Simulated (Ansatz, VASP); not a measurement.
# LiBe: VASP beside Ansatz

Aim: how closely do two programs agree when they are given the same cell, functional and k mesh? The cell is taken from a series of runs on this material, whose earlier steps may have relaxed, scaled, displaced or heated it; both programs get it as it stands.

Program: Ansatz 0.2.0. Level of theory: plane waves, with VASP 6.6.1 beside it; relaxation of cell and atoms at PBEsol and zone-centre phonons at PBEsol. Results are calculated unless marked as measured.

## (1) The starting structure

Symmetry: P2_1/m, No. 11, monoclinic system. The conventional cell has a = 2.286 Å, b = 3.595 Å, c = 5.513 Å, α = 90.00°, β = 92.59°, γ = 90.00°. Nearest to Li lie 2 Li at 2.29 Å and 1 Be at 2.31 Å. Nearest to Be lie 6 Be at 2.28 to 2.30 Å and 1 Li at 2.31 Å. Farther neighbours are not listed.

## (2) VASP: relaxation of cell and atoms, PBEsol

The relaxed volume is the usual yardstick between codes: in a stiff, nearly cubic crystal its relative difference is about their pressure difference at one cell divided by the bulk modulus.

Lines of VASP's logs that name or quote its potential files are left out, and so is its time.

INCAR

```
SYSTEM = LiBe
PREC = Accurate
ENCUT = 750
EDIFF = 1E-07
NELM = 120
ISMEAR = 1
SIGMA = 0.2
LREAL = .FALSE.
ALGO = Normal
GGA = PS
NBANDS = 11
LORBIT = 11
LWAVE = .FALSE.
LCHARG = .FALSE.
ISIF = 3
IBRION = 2
NSW = 80
EDIFFG = -0.005
LASPH = .TRUE.
GGA_COMPAT = .FALSE.
NELMIN = 4
KPAR = 2
```

POSCAR

```
LiBe
1.0
    2.2861250000      0.0000000000      0.0000000000
    0.0000000000      3.5950100000      0.0000000000
   -0.2492130000      0.0000000000      5.5073020000
Li Be
2 2
Direct
    0.7424992976      0.2500001391      0.1561363441
    0.2575007024      0.7500001391      0.8438636559
    0.7538549858      0.2500001391      0.5752337533
    0.2461454319      0.7500001391      0.4247660651
```

KPOINTS

```
Automatic mesh
0
Gamma
18 12 8
0 0 0
```

Potentials, in the order of the species: Li_sv and Be (PBE family, release 64).

Started as:

```bash
$ mpirun -np 2 vasp_std
```

Numbers of over 12 decimals in the logs are rounded to 6 here.

The program printed:

```text
[banner, memory and clock lines left out]
running    2 mpi-ranks, on    1 nodes
 distrk:  each k-point on    1 cores,    2 groups
 distr:  one band on    1 cores,    1 groups

 POSCAR found type information on POSCAR LiBe
 POSCAR found :  2 types and       4 ions
|                                                                             |
|               ----> ADVICE to this user running VASP <----                  |
|                                                                             |
|     You enforced a specific xc type in the INCAR file but a different       |
|     [... a line on the potential file left out ...]
|     I HOPE YOU KNOW WHAT YOU ARE DOING!                                     |
|                                                                             |

 LDA part: xc-table for (Slater+PW92), standard interpolation
 POSCAR, INCAR and KPOINTS ok, starting setup
 FFT: planning ... GRIDC
 FFT: planning ... GRID_SOFT
 FFT: planning ... GRID
 WAVECAR not read
 entering main loop
       N       E                     dE             d eps       ncg     rms          rms(c)
DAV:   1     0.294728354984E+02    0.29473E+02   -0.55338E+03 11396   0.112E+03
DAV:   2    -0.550139004443E+01   -0.34974E+02   -0.33700E+02 12921   0.207E+02
DAV:   3    -0.114399094219E+02   -0.59385E+01   -0.58827E+01 22031   0.559E+01
DAV:   4    -0.115559125045E+02   -0.11600E+00   -0.11585E+00 14670   0.973E+00
DAV:   5    -0.115585001270E+02   -0.25876E-02   -0.25866E-02 18485   0.120E+00    0.186E+00
DAV:   6    -0.112702044910E+02    0.28830E+00   -0.74165E-01 13364   0.279E+00    0.734E-01
DAV:   7    -0.112608234917E+02    0.93810E-02   -0.74641E-02 18225   0.128E+00    0.365E-01
DAV:   8    -0.112624845813E+02   -0.16611E-02   -0.10538E-02 13510   0.721E-01    0.502E-02
DAV:   9    -0.112625244625E+02   -0.39881E-04   -0.11990E-03 19311   0.176E-01    0.355E-02
DAV:  10    -0.112625230136E+02    0.14489E-05   -0.12402E-04 13413   0.878E-02    0.667E-03
DAV:  11    -0.112625227576E+02    0.25596E-06   -0.79949E-06 15295   0.298E-02    0.165E-03
DAV:  12    -0.112625227358E+02    0.21781E-07   -0.27886E-07 15001   0.486E-03
   1 F= -.11262523E+02 E0= -.11263121E+02  d E =-.112625E+02
[... from here on, the cycles between the ionic steps are left out ...]
   2 F= -.11262591E+02 E0= -.11263218E+02  d E =-.687573E-04
   3 F= -.11262656E+02 E0= -.11263332E+02  d E =-.133445E-03
   4 F= -.11262699E+02 E0= -.11263368E+02  d E =-.429096E-04
   5 F= -.11262760E+02 E0= -.11263401E+02  d E =-.104259E-03
   6 F= -.11262799E+02 E0= -.11263432E+02  d E =-.385830E-04
   7 F= -.11262880E+02 E0= -.11263489E+02  d E =-.119577E-03
   8 F= -.11262888E+02 E0= -.11263452E+02  d E =-.127692E-03
   9 F= -.11262910E+02 E0= -.11263494E+02  d E =-.149248E-03
 curvature:  -7.50 expect dE=-0.539E-04 dE for cont linesearch -0.217E-07
 trial: gam= 0.35632 g(F)=  0.321E-05 g(S)=  0.398E-05 ort = 0.663E-06 (trialstep = 0.168E+01)
 search vector abs. value=  0.270E-04
 bond charge predicted
       N       E                     dE             d eps       ncg     rms          rms(c)
DAV:   1    -0.112629221251E+02   -0.12466E-04   -0.50540E-03 11567   0.679E-01    0.255E-02
DAV:   2    -0.112629193607E+02    0.27644E-05   -0.57760E-05 14461   0.640E-02    0.150E-02
DAV:   3    -0.112629195551E+02   -0.19440E-06   -0.39178E-06 17482   0.126E-02    0.592E-03
DAV:   4    -0.112629197085E+02   -0.15336E-06   -0.42860E-07 14262   0.466E-03    0.312E-04
DAV:   5    -0.112629196980E+02    0.10469E-07   -0.41375E-08  8663   0.176E-03
  10 F= -.11262920E+02 E0= -.11263495E+02  d E =-.100102E-04
 trial-energy change:   -0.000010  1 .order   -0.000010   -0.000012   -0.000008
 step:   4.8419(harm=  4.8419)  dis= 0.00184  next Energy=   -11.262928 (dE=-0.180E-04)
 reached required accuracy - stopping structural energy minimisation
```

From OUTCAR (step 2):

```text
ion  position               nearest neighbor table
   1  0.742  0.250  0.156-   3 2.31
   2  0.258  0.750  0.844-   4 2.31
   3  0.754  0.250  0.575-   4 2.28   4 2.28   4 2.30   4 2.30   1 2.31
   4  0.246  0.750  0.425-   3 2.28   3 2.28   3 2.30   3 2.30   2 2.31

  LATTYP: Found a simple monoclinic cell.
 ALAT       =     2.2861250000
 B/A-ratio  =     1.5725343102
 C/A-ratio  =     2.4114769456
 COS(beta)  =    -0.0452051179

 Subroutine GETGRP returns: Found  4 space group operations
 (whereof  2 operations were pure point group operations)

The static configuration has the point symmetry S_2 .
 The point group associated with its full space group is C_2h.

 Found    518 irreducible k-points:

   k-points           NKPTS =    518   k-points in BZ     NKDIM =    518   number of bands    NBANDS=     11

   dimension x,y,z NGX =    20 NGY =   32 NGZ =   50
   dimension x,y,z NGXF=    40 NGYF=   64 NGZF=  100

   ENCUT  =  750.0 eV  55.12 Ry    7.42 a.u.   5.10  8.03 12.31*2*pi/ulx,y,z

   NELECT =      10.0000    total number of electrons

 k-points in reciprocal lattice and weights: Automatic mesh
   0.00000000  0.00000000  0.00000000       0.001
   0.05555556  0.00000000 -0.00000000       0.001
   0.11111111  0.00000000 -0.00000000       0.001
   0.16666667  0.00000000 -0.00000000       0.001
   0.22222222  0.00000000  0.00000000       0.001
   0.27777778  0.00000000 -0.00000000       0.001
   0.33333333  0.00000000 -0.00000000       0.001
   0.38888889  0.00000000 -0.00000000       0.001
   0.44444444  0.00000000  0.00000000       0.001
[...]
0.44444444  0.50000000  0.50000000       0.001
   0.50000000  0.50000000  0.50000000       0.001

 average (electrostatic) potential at core
       1 -61.5239       2 -61.5239       3 -35.9886       4 -35.9886

 E-fermi :   3.1478

 k-point     1 :       0.0000    0.0000    0.0000
  band No.  band energies     occupation
    ...
      2     -42.2227      2.00000
      3      -4.3222      2.00000
      4       0.1945      2.00000
      5       1.0717      2.00000
      6       2.4397      2.00001
      7       7.5891      0.00000
      8       8.8765      0.00000
      9       9.1523      0.00000
     10      10.0713      0.00000
     11      13.5208      0.00000

 k-point     2 :       0.0556    0.0000   -0.0000
  band No.  band energies     occupation
    ...
      2     -42.2195      2.00000
      3      -4.2579      2.00000
      4       0.2657      2.00000
      5       1.1404      2.00000
      6       2.5260      2.00010
      7       7.6022      0.00000
      8       8.9555      0.00000
      9       9.2442      0.00000
     10      10.1421      0.00000
     11      13.4811      0.00000

 k-point     3 :       0.1111    0.0000   -0.0000
  band No.  band energies     occupation
    ...
      2     -42.2101      2.00000
      3      -4.0649      2.00000
      4       0.4777      2.00000
      5       1.3452      2.00000
      6       2.7847      2.02771
      7       7.6107      0.00000
      8       9.1936      0.00000
      9       9.5175      0.00000
     10      10.3516      0.00000
     11      13.0503      0.00000

  Total       -0.0024992      0.0079975     -0.0042287      0.0000000      0.0000000      0.0068954
  in kB       -0.0888878      0.2844460     -0.1504038      0.0000000      0.0000000      0.2452484
  external PRESSURE =       0.0150515 kB  Pullay stress =       0.0000000 kB

  energy-cutoff  :      750.00
  volume of cell :       45.05
      direct lattice vectors                 reciprocal lattice vectors
     2.281586015  0.000000000  0.008716211     0.438221829  0.000000000  0.018265158
     0.000000000  3.613467338  0.000000000     0.000000000  0.276742504  0.000000000
    -0.227699833  0.000000000  5.463026182    -0.000699179  0.000000000  0.183019587

 POSITION                                       TOTAL-FORCE (eV/Angst)
 -----------------------------------------------------------------------------------
      1.65953      0.90337      0.85077         0.000894      0.000000      0.000376
      0.39435      2.71010      4.62097        -0.000894      0.000000     -0.000376
      1.58766      0.90337      3.15752        -0.000296      0.000000     -0.003691
      0.46623      2.71010      2.31422         0.000296      0.000000      0.003691
 -----------------------------------------------------------------------------------
    total drift:                               -0.000022     -0.000054     -0.000137

  FREE ENERGIE OF THE ION-ELECTRON SYSTEM (eV)
  ---------------------------------------------------
  free  energy   TOTEN  =       -11.2629196980 eV

  energy  without entropy=      -11.2646456056  energy(sigma->0) =      -11.26349500

 reached required accuracy - stopping structural energy minimisation

 total charge
# of ion       s       p       d       tot
------------------------------------------
    1        2.044   0.092   0.000   2.136
    2        2.044   0.092   0.000   2.136
    3        0.402   0.619   0.000   1.021
    4        0.402   0.619   0.000   1.021
--------------------------------------------------
tot          4.891   1.422   0.000   6.313

[... 3 further parts left out ...]
```

CONTCAR:

```
LiBe
   1.00000000000000
     2.2815860148687537    0.0000000000000000    0.0087162114124248
     0.0000000000000000    3.6134673376975162    0.0000000000000000
    -0.2276998334687560    0.0000000000000000    5.4630261818780088
  Li              Be
     2     2
Direct
     0.7427828217156449    0.2500001391000026    0.1545477141210940
     0.2572171782843552    0.7500001391000026    0.8454522858789061
     0.7534190920957549    0.2500001391000026    0.5767784130451984
     0.2465813256042389    0.7500001391000026    0.4232214053548007
```

The run keeps the 4 symmetry operations of its start, so it cannot find a distortion of lower symmetry.

## (3) Ansatz: relaxation of cell and atoms, PBEsol

Ansatz runs on its PAW soft_1 files.

The same cell, functional, mesh and smearing now go to Ansatz, which takes its cutoff from its data sets.

input.yaml

```yaml
crystal:
  lattice:
    - [2.2861251652, 0.0, 0.0]
    - [0.0, 3.5950104532, 0.0]
    - [-0.2492129694, 0.0, 5.5073019297]
  atoms:
    - { symbol: Li, position: [0.742499375, 0.25, 0.1561363411] }
    - { symbol: Li, position: [0.257500625, 0.75, 0.8438636589] }
    - { symbol: Be, position: [0.7538547643, 0.25, 0.5752338501] }
    - { symbol: Be, position: [0.2461452357, 0.75, 0.4247661499] }
kpoints:
  mp_grid: { grid: [18, 12, 8] }
hamiltonian:
  xc: pbesol
  pseudopotentials: { kind: paw, azcp: { folder: soft_1 }, xc_functional: pbe }
scf:
  occupations: { method: methfessel_paxton, width: 0.2 }
output:
  forces: true
  stress: true
  eigenvalues: true
relax:
  adjacent_minimum: "off"
  f_tol: 0.001
  max_steps: 60
  cell: { stress_tol: 0.01 }
```

Started as:

```bash
$ ansatz run input.yaml --threads 4 --pin off --max-ram 10240MiB --backend cpu --events-out ev --progress --plain --runs-dir out
```

The program printed:

```text
Engine: ansatz 0.2.0, aarch64-unknown-linux-gnu
Pseudopotentials: kind: paw
Pseudopotential: Li, paw, valence charge 3, recommended cutoff 420 eV (normal), soft_1/Li.paw.azcp
Pseudopotential: Be, paw, valence charge 2, recommended cutoff 420 eV (normal), soft_1/Be.paw.azcp
Functional definition: PBEsol
  exchange = pbesol_x
  correlation = pbesol_c
Crystal: 4 atoms, lattice volume = 45.263 Å³
Basis set: ecut = 420 eV, 877 PW (Γ), exchange–correlation on 32×50×80 points (8 copies of the dense FFT grid, shifted against one another)
Bands: 9, of which v1, the nominal top of the filled ones, is band 5 counted from 1 (4 counted from 0)
Symmetry: 4 space group operations
Space group: P21/m (ITA 11), of the structure as read, at distance tolerance 3.6e-5 Å
k-points: 518 of 1728
Non-local potential: Li, projectors of the file, l = 0: 3, l = 1: 2, l = 2: 1
Non-local potential: Be, projectors of the file, l = 0: 2, l = 1: 2, l = 2: 1
PAW form: soft (Blöchl's): semilocal exchange-correlation on the pseudo side does not see the compensation charge
PAW frozen core: Be, regenerated for the run's functional, and the local potential with it (the file was generated under x = pbe(κ = 0.804, μ = 0.219515), c = pbe(β = 0.066725))
PAW one-centre angular grid: Li, 110 points (default); XC on 64 Gauss nodes
PAW one-centre angular grid: Be, 110 points (default); XC on 64 Gauss nodes
Initial density: superposition of atomic densities (chi_scale 0.1, normalization cell, long waves kept (reshape's long-wave potential 0.06 eV rms))
Initial wavefunctions: pseudopotential atomic-orbital guess
Functional: x = pbesol(κ = 0.804, μ = 0.123457), c = pbesol(β = 0.046)
SCF iter   1: F=—  HF=-586.126053 eV  |F-HF|=—  |Δ(HF+E_count)|=         —  Δρ=1.42e-2  dr2=2.99e-1  ethr=3.10e-3  ⟨swp⟩=5.2  Hψ=30176  notcnv=0
preconditioner: auto → none  [metal: Δε(μ)=0.007 eV  Ē_g=7.104 eV  σ=0.200 eV  W_gap=0.03  n_scr=8 (ndim 8)  ℏωp=13.5 eV  f_vac=0.000  D(μ)=1.04/eV (n_scr^D=4)  sad-step TF]
SCF iter   2: F=—  HF=-586.047308 eV  |F-HF|=—  |Δ(HF+E_count)|=   7.87e-2  S|Δr|=    0.00e0  Δρ=8.54e-3  dr2=1.08e-1  ethr=2.99e-3  ⟨swp⟩=1.0  Hψ=8806  notcnv=0
SCF iter   3: F=—  HF=-586.025752 eV  |F-HF|=—  |Δ(HF+E_count)|=   2.16e-2  S|Δr|=    0.00e0  Δρ=1.28e-3  dr2=3.84e-3  ethr=1.08e-3  ⟨swp⟩=2.0  Hψ=5531  notcnv=0
SCF iter   4: F=—  HF=-586.024945 eV  |F-HF|=—  |Δ(HF+E_count)|=   8.07e-4  S|Δr|=    0.00e0  Δρ=3.61e-4  dr2=2.03e-4  ethr=3.84e-5  ⟨swp⟩=1.3  Hψ=7466  notcnv=0  defer=4
SCF iter   5: F=—  HF=-586.024913 eV  |F-HF|=—  |Δ(HF+E_count)|=   3.21e-5  S|Δr|=    0.00e0  Δρ=8.93e-5  dr2=9.25e-6  ethr=2.03e-6  ⟨swp⟩=1.2  Hψ=4808  notcnv=0  defer=4
SCF iter   6: F=—  HF=-586.024905 eV  |F-HF|=—  |Δ(HF+E_count)|=   8.50e-6  S|Δr|=    0.00e0  Δρ=1.49e-5  dr2=2.74e-7  ethr=9.25e-8  ⟨swp⟩=1.5  Hψ=5152  notcnv=0  defer=63
SCF iter   7: F=-586.024905 eV  HF=-586.024905 eV  |F-HF|=8.64e-12  |Δ(HF+E_count)|=   1.63e-8  S|Δr|=    0.00e0  Δρ=1.04e-6  dr2=5.10e-10  ethr=1.00e-9  ⟨swp⟩=4.8  Hψ=15642  notcnv=0
SCF 1 converged in 7 iterations: F = -586.024905 eV  dr2 = 5.10e-10
  greatest PAW one-centre occupation: 1.000 electrons in one spin orbital (limit 2), on the Li atom at site 1 (counted from 0), in its partial waves of l = 0
relax step   1: F+E_penalty+E_count = -586.02490462 eV  Δ(F+E_penalty+E_count) = +0.000e0 eV  max|allowed force component| = 4.646e-3 eV/Å  Δτ_max = 0.0000 Å  P = +0.022 GPa  Ω = 45.263 Å³  (7 SCF iters, dr2 threshold 1.00e-7 eV, accepted)
[...]
relax step  13: F+E_penalty+E_count = -586.02516051 eV  Δ(F+E_penalty+E_count) = -2.889e-7 eV  max|allowed force component| = 1.507e-4 eV/Å  Δτ_max = 0.0012 Å  P = +0.004 GPa  Ω = 45.154 Å³  energy of the carried Pulay correction = +5.997e-6 eV  (5 SCF iters, dr2 threshold 2.09e-9 eV, accepted)
[...]
relax step  14: F+E_penalty+E_count = -586.02515967 eV  Δ(F+E_penalty+E_count) = +8.451e-7 eV  max|allowed force component| = 5.131e-4 eV/Å  Δτ_max = 0.0003 Å  P = -0.018 GPa  Ω = 45.165 Å³  energy of the carried Pulay correction = +5.389e-6 eV  (4 SCF iters, dr2 threshold 4.52e-10 eV, rejected (line search))
[...]
relax step  15: F+E_penalty+E_count = -586.02516128 eV  Δ(F+E_penalty+E_count) = -7.653e-7 eV  max|allowed force component| = 5.924e-5 eV/Å  Δτ_max = 0.0002 Å  P = -0.001 GPa  Ω = 45.153 Å³  energy of the carried Pulay correction = +6.068e-6 eV  (6 SCF iters, accepted)
[...]
relax step  16: F+E_penalty+E_count = -586.02515933 eV  Δ(F+E_penalty+E_count) = +1.942e-6 eV  max|allowed force component| = 6.349e-5 eV/Å  Δτ_max = 0.0000 Å  P = -0.001 GPa  Ω = 45.153 Å³  stress off target by 4.91e-3 GPa  SCF on the basis re-selected at this cell (its energy is not comparable with the rows above)  (6 SCF iters)
basis re-selected at this cell: Δ(F+E_penalty+E_count) = +1.942e-6 eV, ΔP = -0.000 GPa vs the last step (what re-selecting the basis moved, of the pressure what is left beyond the Pulay correction that the steps carried, after the strain that the cell walked since its last selection, with what the two solves' SCF thresholds leave and, on support functions, any second-order correction that the steps lacked; it is no m [...]
SCF converged after 6 iterations
Stability not checked: this state was not tested for a lower state beside it, because cold or Methfessel-Paxton smearing, or corrected tetrahedra, fill the levels in a way that the test cannot read (fill_not_monotonic; see scf.lower_state_search)
Free energy (F): -586.025159 eV
Harris-Foulkes:  -586.025159 eV  (|F-HF|=0.00e0)
Internal energy: -586.026560 eV  (E = F + TS)
E sigma→0 (E₀):  -586.025509 eV
Entropy (-TS):   0.001400 eV (0.350 meV/atom)
Fermi energy:    3.861676 eV
--- Per-component energies (eV) ---
  E_band       = -160.637364
  E_kinetic    = 72.392740
  E_local      = -252.738344  (includes V_loc(G=0)·N_el)
  E_nonlocal   = -30.944993
  E_hartree    = 74.432132
  E_xc         = -56.560361
  E_vxc        = -62.375973  (∫ρ·V_xc dr)
  E_paw        = -158.540889  (= ΣΔE_a)
  E_vpaw       = -35.835577  (= ΣTr[D̂ρ^β])
  E_aug_tail   = 0.000518  (compensation charges beyond the density's cutoff)
  E_ewald      = -234.086425
  E_core_change = 0.019063  (= ΣΔE_core)
  E_smearing   = 0.001400  (= −TS)
  E_closure    = 0.000000  (closes the sum)
  Σ components = -586.025159   (vs F -586.025159, Δ=0.00e0)
--- Forces (eV/Å), atoms counted from 1 ---
  atom   1  Li    -0.00002407    -0.00000000    -0.00006349
  atom   2  Li     0.00002407     0.00000000     0.00006349
  atom   3  Be    -0.00001593     0.00000000     0.00006039
  atom   4  Be     0.00001593    -0.00000000    -0.00006039
  max |Σ_I F_I| component: 3.39e-21 eV/Å
--- Stress (GPa, compression-positive) ---
       -0.000874       0.000000      -0.000035
        0.000000       0.003710      -0.000000
       -0.000035      -0.000000      -0.004909
  P = ⅓ Tr σ = -0.0007 GPa (-0.007 kbar)
--- Band table (eV; the first three rows and the last of 518) ---
  k-point 0: bands = ["-41.6023", "-41.5563", "-3.6101", "0.9013", "1.7736", "3.1582", "8.3100", "9.6045", "9.8807"]
  k-point 1: bands = ["-41.6023", "-41.5563", "-3.5968", "0.5215", "2.3005", "3.1867", "8.2236", "8.7380", "10.3107"]
  k-point 2: bands = ["-41.6022", "-41.5564", "-3.5632", "0.0414", "3.2191", "3.2596", "7.8316", "7.9678", "9.5734"]
  k-point 517: bands = ["-41.4590", "-41.4590", "2.3723", "2.3723", "5.9678", "5.9678", "6.7601", "6.7601", "8.4957"]
--- Relaxed structure (15 steps of the walk, 10 accepted, 1 SCFs on fresh bases) ---
  F+E_penalty+E_count = -586.02515933 eV   max|allowed force component| = 6.349e-5 eV/Å   (the final SCF, on the basis selected at the relaxed cell)
  cell:  # Å, volume = 45.1528 Å³
    - [2.282152, 5.477324981850515e-18, 0.024668]
    - [8.61328192570919e-18, 3.610059, -3.781613931654811e-18]
    - [-0.189355, -6.390254372617876e-18, 5.478523]
  atoms:
    - { symbol: Li, position: [0.747068, 0.250000, 0.155278] }
    - { symbol: Li, position: [0.252932, 0.750000, 0.844722] }
    - { symbol: Be, position: [0.751842, 0.250000, 0.575966] }
    - { symbol: Be, position: [0.248158, 0.750000, 0.424034] }
```

In the SCF lines HF is the Harris–Foulkes energy and dr2 the Hartree energy of the density residual, in eV; the loop may stop once dr2 is under the threshold and the program's other checks hold. Hψ counts applications of the Hamiltonian.

## (4) Side by side

Known differences besides the potentials themselves: the cutoff is 420 eV in Ansatz and 750 eV in VASP; Ansatz makes its cores anew for this functional, VASP keeps those of its PBE data sets; Ansatz adds a Pulay correction to the stress that steers its cell, VASP none. Total energies have different zeros and are not compared.

Compared:

| quantity | Ansatz | VASP | difference |
| --- | --- | --- | --- |
| volume (Å³) | 45.15 | 45.05 | +0.24 % |
| edge a after relaxation, in the typed setting (Å) | 2.282 | 2.282 | +0.03 % |
| edge b after relaxation, in the typed setting (Å) | 3.610 | 3.614 | -0.09 % |
| edge c after relaxation, in the typed setting (Å) | 5.482 | 5.468 | +0.26 % |

(Part 1 of 2 ends here.)

[Lines on the potential files, build, host, timing and source positions are cut from VASP's logs without a mark.]

[Logs are printed without paths, hosts, clocks, repeated set-up lines and the standing remarks that a program may print on its own settings, such as how far it seeks lower states.]

[Hosts, paths, dates, database ids (printed as entryN), source tags and the programs' standing remarks are cut or masked in the printed files.]
